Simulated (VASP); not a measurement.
Input:

```
CsSnI3
1.0
    6.35656     0.00000     0.00000
    0.00000     6.35656     0.00000
    0.00000     0.00000     6.35656
Cs Sn I
1 1 3
Direct
  0.00000   0.00000   0.00000
  0.50000   0.50000   0.50000
  0.50000   0.00000   0.50000
  0.00000   0.50000   0.50000
  0.50000   0.50000   0.00000
```

All values below come from revPBE GGA, VASP's PBE PAW potentials (set 64) (plane waves; VASP). Run with 520 eV cut-off, 4×4×4 Γ-centred mesh, tetrahedra with Blöchl corrections, potentials Cs_sv Sn_d I.

Unless said otherwise, spin-orbit coupling is left out, though it shifts the bands of the heavy elements here.

Q: Tabulate the total density of states (states/eV per cell) against energy (eV; zero at the valence-band maximum or, without a gap, the Fermi level).

A: 
| E (eV) | DOS (states/eV) |
|---|---|
| -10.00 | 0.00 |
| -9.38 | 0.00 |
| -8.87 | 34.6 |
| -8.25 | 0.00 |
| -7.63 | 0.67 |
| -7.01 | 2.32 |
| -6.50 | 0.39 |
| -5.88 | 0.00 |
| -5.26 | 0.00 |
| -4.74 | 0.00 |
| -4.12 | 0.07 |
| -3.51 | 3.11 |
| -2.99 | 4.73 |
| -2.37 | 5.70 |
| -1.75 | 14.8 |
| -1.14 | 1.64 |
| -0.62 | 0.32 |
| 0.00 | 0.00 |
| 0.62 | 0.01 |
| 1.13 | 1.63 |
| 1.75 | 1.47 |
| 2.37 | 1.43 |
| 2.99 | 2.11 |
| 3.50 | 1.66 |
| 4.12 | 6.15 |
Within 2 eV below the valence-band maximum the largest weight inside VASP's projection spheres is I p.

The compound is CsSnI3 in the cubic perovskite structure, the ideal cubic form; the compound distorts at low or room temperature. It was relaxed first, which changed the volume by +7 %.
